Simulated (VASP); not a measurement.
# Sc2InSb3 (Immm) in VASP: relaxation of cell and atoms with PBE

Aim: the relaxation of cell and atoms of Sc2InSb3 with PBE.

Program: VASP 6.6.1. These are calculated values, not measurements. Logs are shortened: lines on timing, memory, paths and dates and some standing lists are left out, and cuts for length are marked.

## (1) The structure

It takes space group Immm (No. 71, orthorhombic). Conventional cell: a = 4.130 Å, b = 5.840 Å, c = 12.390 Å, α = 90.00°, β = 90.00°, γ = 90.00°. Around Sc (site symmetry mm2) lie 6 Sb at 2.92 Å. In (site symmetry mmm) is surrounded by 6 Sb at 2.92 Å. Around Sb (site symmetry mmm) lie 2 In at 2.92 Å and 4 Sc at 2.92 Å. Around Sb (site symmetry mm2) lie 4 Sc at 2.92 Å and 2 In at 2.92 Å.

The cell was built by a generator and needn't be a form met in nature.

## (2) Relaxation of cell and atoms, PBE

INCAR reads:

```
PREC = Normal ; ENCUT = 520
EDIFF = 1E-4 ; ISMEAR = 0
SIGMA = 0.15 ; LREAL = F
LASPH = T ; NELM = 60
ALGO = Fast ; ISIF = 3
LWAVE = F ; LCHARG = F
GGA = PE ; IBRION = 2
NSW = 24 ; EDIFFG = -0.08
```

KPOINTS reads:

```
regular mesh
0
Gamma
  5 5 5
```

POSCAR reads:

```
Sc2InSb3
1.0
   -2.0650000000      2.9200000000      6.1950000000
    2.0650000000     -2.9200000000      6.1950000000
    2.0650000000      2.9200000000     -6.1950000000
Sc In Sb
2 1 3
Direct
    0.6667000000      0.6667000000      0.0000000000
    0.3333000000      0.3333000000      0.0000000000
    0.0000000000      0.0000000000      0.0000000000
    0.5000000000      0.0000000000      0.5000000000
    0.8333000000      0.3333000000      0.5000000000
    0.1667000000      0.6667000000      0.5000000000
```

Potentials or basis: VASP PAW PBE potentials, release 64 (Sc_sv, In_d, Sb).

Run with:

```bash
$ cat potpaw_PBE.64/Sc_sv/POTCAR potpaw_PBE.64/In_d/POTCAR potpaw_PBE.64/Sb/POTCAR > POTCAR
$ mpirun -np 1 vasp_std > vasp.out
```

OUTCAR:

```text
PREC = Normal
   ENCUT = 520
   EDIFF = 1E-4
   ISMEAR = 0
   LREAL = F
   LASPH = T
   NELM = 60
   ISIF = 3
   GGA = PE
   IBRION = 2
   NSW = 24
   EDIFFG = -0.08

 ion  position               nearest neighbor table
   1  0.667  0.667  0.000-   5 2.92   5 2.92   6 2.92   6 2.92   4 2.92   4 2.92
   2  0.333  0.333  0.000-   6 2.92   6 2.92   5 2.92   5 2.92   4 2.92   4 2.92
   3  0.000  0.000  0.000-   4 2.92   4 2.92   6 2.92   5 2.92   5 2.92   6 2.92
   4  0.500  0.000  0.500-   3 2.92   3 2.92   1 2.92   2 2.92   2 2.92   1 2.92
   5  0.833  0.333  0.500-   1 2.92   1 2.92   2 2.92   2 2.92   3 2.92   3 2.92
   6  0.167  0.667  0.500-   2 2.92   2 2.92   1 2.92   1 2.92   3 2.92   3 2.92

  LATTYP: Found a body centered orthorhombic cell.
 ALAT       =     4.1300000000
 B/A-ratio  =     1.4140435835
 C/A-ratio  =     3.0000000000

  Lattice vectors:

 A1 = (  -2.0650000000,   2.9200000000,   6.1950000000)
 A2 = (   2.0650000000,  -2.9200000000,   6.1950000000)
 A3 = (   2.0650000000,   2.9200000000,  -6.1950000000)

Analysis of symmetry for initial positions (statically):
=====================================================================
 Subroutine PRICEL returns:
 Original cell was already a primitive cell.

 Routine SETGRP: Setting up the symmetry group for a
 body centered orthorhombic supercell.

 Subroutine GETGRP returns: Found  8 space group operations
 (whereof  8 operations were pure point group operations)
 out of a pool of  8 trial point group operations.

The static configuration has the point symmetry D_2h.

Analysis of symmetry for dynamics (positions and initial velocities):
=====================================================================
 Subroutine PRICEL returns:
 Original cell was already a primitive cell.

 Routine SETGRP: Setting up the symmetry group for a
 body centered orthorhombic supercell.

 Subroutine GETGRP returns: Found  8 space group operations
 (whereof  8 operations were pure point group operations)
 out of a pool of  8 trial point group operations.

The dynamic configuration has the point symmetry D_2h.

 Subroutine INISYM returns: Found  8 space group operations
 (whereof  8 operations are pure point group operations),
 and found     1 'primitive' translations

----------------------------------------------------------------------------------------

                                     Primitive cell

  volume of cell :     149.4184

  direct lattice vectors                    reciprocal lattice vectors
    -2.065000000  2.920000000  6.195000000     0.000000000  0.171232877  0.080710250
     2.065000000 -2.920000000  6.195000000     0.242130751  0.000000000  0.080710250
     2.065000000  2.920000000 -6.195000000     0.242130751  0.171232877  0.000000000

  length of vectors
     7.153226545  7.153226545  7.153226545     0.189300931  0.255228221  0.296560278

  position of ions in fractional coordinates (direct lattice)
     0.666700000  0.666700000  0.000000000
     0.333300000  0.333300000  0.000000000
     0.000000000  0.000000000  0.000000000
     0.500000000  0.000000000  0.500000000
     0.833300000  0.333300000  0.500000000
     0.166700000  0.666700000  0.500000000

  ion indices of the primitive-cell ions
   primitive index   ion index
                 1           1
                 2           2
                 3           3
                 4           4
                 5           5
                 6           6

----------------------------------------------------------------------------------------

 KPOINTS: regular mesh

Automatic generation of k-mesh.
 Grid dimensions read from file:
 generate k-points for:    5    5    5

 Generating k-lattice:

  Cartesian coordinates                     Fractional coordinates (reciprocal lattice)
     0.000000000  0.034246575  0.016142050     0.200000000  0.000000000 -0.000000000
     0.048426150  0.000000000  0.016142050     0.000000000  0.200000000 -0.000000000
     0.048426150  0.034246575  0.000000000     0.000000000  0.000000000  0.200000000

  Length of vectors
     0.037860186  0.051045644  0.059312056

  Shift w.r.t. Gamma in fractional coordinates (k-lattice)
     0.000000000  0.000000000  0.000000000

 Subroutine IBZKPT returns following result:
 ===========================================

 Found     27 irreducible k-points:

 Following reciprocal coordinates:
            Coordinates               Weight
  0.000000  0.000000  0.000000      1.000000
  0.200000  0.000000 -0.000000      4.000000
  0.400000 -0.000000  0.000000      4.000000
  0.000000  0.200000 -0.000000      4.000000
  0.200000  0.200000  0.000000      8.000000
  0.400000  0.200000 -0.000000      8.000000
[... 16 lines left out ...]
 -0.400000 -0.200000  0.200000      4.000000
 -0.200000 -0.200000  0.200000      2.000000
 [... further k-points ...]
   k-points           NKPTS =     27   k-points in BZ     NKDIM =     27   number of bands    NBANDS=     30
   number of dos      NEDOS =    301   number of ions     NIONS =      6
   total plane-waves  NPLWV =  64000
   dimension x,y,z NGX =    40 NGY =   40 NGZ =   40
   dimension x,y,z NGXF=    80 NGYF=   80 NGZF=   80
   ions per type =               2   1   3
   NGX,Y,Z   is equivalent  to a cutoff of   9.30,  9.30,  9.30 a.u.
   NGXF,Y,Z  is equivalent  to a cutoff of  18.59, 18.59, 18.59 a.u.
 SYSTEM =  unknown system
   PREC   = normal    normal or accurate (medium, high low for compatibility)
   ISTART =      0    job   : 0-new  1-cont  2-samecut
   ICHARG =      2    charge: 1-file 2-atom 10-const
   ISPIN  =      1    spin polarized calculation?
   LNONCOLLINEAR =      F non collinear calculations
   LSORBIT =      F    spin-orbit coupling
   LASPH  =      T    aspherical Exc in radial PAW
   ENCUT  =  520.0 eV  38.22 Ry    6.18 a.u.  13.30 13.30 13.30*2*pi/ulx,y,z
   NELM   =     60;   NELMIN=  2; NELMDL= -5     # of ELM steps
   EDIFF  = 0.1E-03   stopping-criterion for ELM
   LREAL  =      F    real-space projection
   EDIFFG = -.8E-01   stopping-criterion for IOM
   NSW    =     24    number of steps for IOM
   IBRION =      2    ionic relax: 0-MD 1-quasi-New 2-CG
   NFREE  =      1    steps in history (QN), initial steepest desc. (CG)
   ISIF   =      3    stress and relaxation
   ISYM   =      2    0-nonsym 1-usesym 2-fastsym
   POTIM  = 0.5000    time-step for ionic-motion
   TEBEG  =    0.0;   TEEND  =   0.0 temperature during run
   PSTRESS=    0.0 pullay stress
   NELECT =      50.0000    total number of electrons
   NUPDOWN=      -1.0000    fix difference up-down
   EMIN   =  10.00;   EMAX   =-10.00  energy-range for DOS
   EFERMI =   0.00;   METHOD = LEGACY
   ISMEAR =     0;   SIGMA  =   0.15  broadening in eV -4-tet -1-fermi 0-gaus
   EFERMI_NEDOS =   21; number of points for ismear=-14 and -15
   IALGO  =     68    algorithm
   IMIX   =      4    mixing-type and parameters
     AMIX     =   0.40;   BMIX     =  1.00
     AMIX_MAG =   1.60;   BMIX_MAG =  1.00
  volume/ion in A,a.u.               =      24.90       168.05
  Fermi-wavevector in a.u.,A,eV,Ry     =   1.136572  2.147809 17.575935  1.291795
  Thomas-Fermi vector in A             =   2.273277
   LORBIT       =      0    0 simple, 1 ext, 2 COOP (PROOUT), +10 PAW based schemes
   GGA     = PE    functional components
   LHFCALC =     F    Hartree Fock is set to
   AEXX    =    0.0000 exact exchange contribution
   IVDW    =     0    specifies the selected vdW correction
   LEPSILON=     F    determine dielectric tensor
   LRPA    =     F    only Hartree local field effects (RPA)
 conjugate gradient relaxation of ions
 non-spin polarized calculation
 RMM-DIIS sequential band-by-band and
 Gauss-broadening in eV      SIGMA  =   0.15
  energy-cutoff  :      520.00
  volume of cell :      149.42
 maximum number of plane-waves:      4051
   NGX = 27   NGY = 27   NGZ = 27

--------------------------------------- Ionic step        1  -------------------------------------------

 number of electron      49.9999997 magnetization

 Free energy of the ion-electron system (eV)
  ---------------------------------------------------
  ext. energy  EPLUGINS =         0.00000000
  ---------------------------------------------------
  free energy    TOTEN  =       -30.16120341 eV

  energy without entropy =      -30.12224940  energy(sigma->0) =      -30.14172640

 E-fermi :   6.9290     XC(G=0): -10.1773

 val. band max:        6.8892079844   @ k =  -0.4000   0.4000   0.2000
 cond. band min:       6.9404003458   @ k =  -0.4000  -0.4000   0.4000
 fundamental gap:      0.0511923614
 Fermi energy:         6.9290351704

 k-point     1 :       0.0000    0.0000    0.0000
  band No.  band energies     occupation
      1     -42.9058      2.00000
      2     -42.9033      2.00000
      3     -21.5634      2.00000
      4     -21.5628      2.00000
      5     -21.5459      2.00000
      6     -21.5439      2.00000
[... 781 lines left out ...]
     29       8.5661      0.00000
     30       8.6937      0.00000

 [... further k-points ...]

------------------------ aborting loop because EDIFF is reached ----------------------------------------

  FORCE on cell =-STRESS in cart. coord.  units (eV):
  Direction    XX          YY          ZZ          XY          YZ          ZX
  --------------------------------------------------------------------------------------
  -------------------------------------------------------------------------------------
  Total        5.4226125      4.8395488      7.2799363     -0.0000000      0.0000000      0.0000000
  in kB       58.1453441     51.8932951     78.0609713     -0.0000000      0.0000000      0.0000000
  external PRESSURE =      62.6998701 kB  Pullay stress =       0.0000000 kB
[... 265 lines left out ...]
  energy  without entropy=      -30.4646232792  energy(sigma->0) =      -30.48391371

--------------------------------------- Ionic step        8  -------------------------------------------

 number of electron      49.9999989 magnetization

 Free energy of the ion-electron system (eV)
  ---------------------------------------------------
  ext. energy  EPLUGINS =         0.00000000
  ---------------------------------------------------
  free energy    TOTEN  =       -30.50432423 eV

  energy without entropy =      -30.46602390  energy(sigma->0) =      -30.48517406

 E-fermi :   5.8183     XC(G=0):  -9.7589

 val. band max:        5.7971828551   @ k =   0.2000  -0.2000   0.2000
 cond. band min:       5.8187606320   @ k =  -0.4000  -0.4000   0.4000
 fundamental gap:      0.0215777769
 Fermi energy:         5.8183202908

 k-point     1 :       0.0000    0.0000    0.0000
  band No.  band energies     occupation
      1     -44.0826      2.00000
      2     -44.0811      2.00000
      3     -22.7115      2.00000
      4     -22.7060      2.00000
      5     -22.7006      2.00000
      6     -22.6995      2.00000
[... 781 lines left out ...]
     29       7.3131      0.00000
     30       7.5381      0.00000

 [... further k-points ...]

------------------------ aborting loop because EDIFF is reached ----------------------------------------

  FORCE on cell =-STRESS in cart. coord.  units (eV):
  Direction    XX          YY          ZZ          XY          YZ          ZX
  --------------------------------------------------------------------------------------
  -------------------------------------------------------------------------------------
  Total       -0.3519154     -0.1881861     -0.0636569      0.0000000      0.0000000      0.0000000
  in kB       -3.4317796     -1.8351373     -0.6207639      0.0000000      0.0000000      0.0000000
  external PRESSURE =      -1.9625603 kB  Pullay stress =       0.0000000 kB
[... 21 lines left out ...]
  FREE ENERGIE OF THE ION-ELECTRON SYSTEM (eV)
  ---------------------------------------------------
  free  energy   TOTEN  =       -30.5043242308 eV

  energy  without entropy=      -30.4660238992  energy(sigma->0) =      -30.48517406

 reached required accuracy - stopping structural energy minimisation
```

Run time: 6.5 min. Hardware: 1 thread of Intel Xeon Platinum 8488C (Sapphire Rapids), shared host; peak memory 0.34 GiB.

What came out:

* Free energy: -30.5043 eV
* Relaxed volume: 27.38 Å³/atom
* Relaxed cell: a = 7.540 Å, b = 7.540 Å, c = 7.540 Å, α = 147.83°, β = 133.51°, γ = 57.66°
* Space group after relaxing (to 0.05 Å): Immm (No. 71)
* Energy gained by relaxing: 57.2 meV/atom
* Ionic steps: 8
* Pressure after relaxing: -0.2 GPa
* Largest force after relaxing: 0.072 eV/Å
* Band gap on the k mesh: none (metal or under the smearing width)

Forces on the atoms (eV/Å):
```
Sc   0.000  0.000 -0.072
Sc   0.000  0.000  0.072
In   0.000  0.000  0.000
Sb   0.000  0.000  0.000
Sb   0.000  0.000 -0.022
Sb   0.000  0.000  0.022
```

The path:
| step | energy change (eV) | largest force (eV/Å) | pressure (GPa) | volume (Å³) |
| --- | --- | --- | --- | --- |
| 1 | 0.0000 | 0.6011 | 6.27 | 149.42 |
| 2 | -0.2346 | 0.4688 | -1.15 | 171.48 |
| 3 | -0.2820 | 0.4525 | -0.38 | 164.46 |
| 4 | -0.2821 | 0.4542 | -0.36 | 164.15 |
| 5 | -0.3103 | 0.3323 | -0.13 | 163.84 |
| 6 | -0.3308 | 0.1442 | 0.19 | 163.27 |
| 7 | -0.3420 | 0.0869 | -0.15 | 164.07 |
| 8 | -0.3431 | 0.0723 | -0.20 | 164.30 |

Final structure:
```yaml
crystal:
  lattice:
    - [-2.08920, 2.97624, 6.60575]
    - [2.08920, -2.97624, 6.60575]
    - [2.08920, 2.97624, -6.60575]
  atoms:
    - { symbol: Sc, position: [0.66655, 0.66655, 0.00000] }
    - { symbol: Sc, position: [0.33345, 0.33345, 0.00000] }
    - { symbol: In, position: [0.00000, 0.00000, 0.00000] }
    - { symbol: Sb, position: [0.50000, 0.00000, 0.50000] }
    - { symbol: Sb, position: [0.82519, 0.32519, 0.50000] }
    - { symbol: Sb, position: [0.17481, 0.67481, 0.50000] }
```

Levels at points of the mesh, in eV from the Fermi level:
```csv
k point,band 21,band 22,band 23,band 24,band 25,band 26,band 27,band 28,band 29,band 30
"(0.00, 0.00, 0.00)",-1.33,-0.63,0.19,0.62,0.87,1.18,1.29,1.29,1.33,1.34
```

Caveat: the k mesh is coarse (spacing up to 0.37 Å⁻¹), so the values aren't converged; the relaxation stopped at a loose force limit of 0.08 eV/Å, so its end isn't a converged minimum. Spin-orbit coupling is left out, which matters for the levels of Sb.
